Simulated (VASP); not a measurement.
A run of VASP 6.6.1 is set up as follows.

Contents of INCAR:

```
SYSTEM = Bi2Se3
PREC = Accurate
ENCUT = 600
EDIFF = 1E-7
ISMEAR = 0
SIGMA = 0.03
LREAL = .FALSE.
LASPH = .TRUE.
NELM = 80
ALGO = Normal
ISIF = 3
LWAVE = .FALSE.
LCHARG = .FALSE.
GGA = PE
IVDW = 12
IBRION = 2
NSW = 90
EDIFFG = -0.005
```

Contents of KPOINTS:

```
Automatic mesh
0
G
  8 8 8
  0 0 0
```

POSCAR

```
Bi2Se3                                  
1.0
    2.0721550166      1.1963592566      9.4698283669
   -2.0721550166      1.1963592566      9.4698283669
    0.0000000000     -2.3927185134      9.4698283669
  Bi              Se            
     2     3
Direct
     0.4008693154415896    0.4008693154415896    0.4008693154415896
     0.5991306845584107    0.5991306845584107    0.5991306845584106
     0.0000000000000000    0.0000000000000000    0.0000000000000000
     0.2103945080470901    0.2103945080470901    0.2103945080470901
     0.7896054919529097    0.7896054919529097    0.7896054919529097
```

Potentials or basis: VASP PAW PBE potentials, release 64 (Bi_d, Se).

Run with:

```bash
$ cat potpaw_PBE.64/Bi_d/POTCAR potpaw_PBE.64/Se/POTCAR > POTCAR
$ mpirun -np 1 vasp_std > vasp.out
```

(1) Predict the relaxed cell.

(2) Predict the dispersion energy per atom.

(3) Estimate the relaxed volume.

## Answers

(1) a = 9.773 Å, b = 9.773 Å, c = 9.773 Å, α = 24.49°, β = 24.49°, γ = 24.49°.

(2) -0.403 eV.

(3) 28.21 Å³/atom.
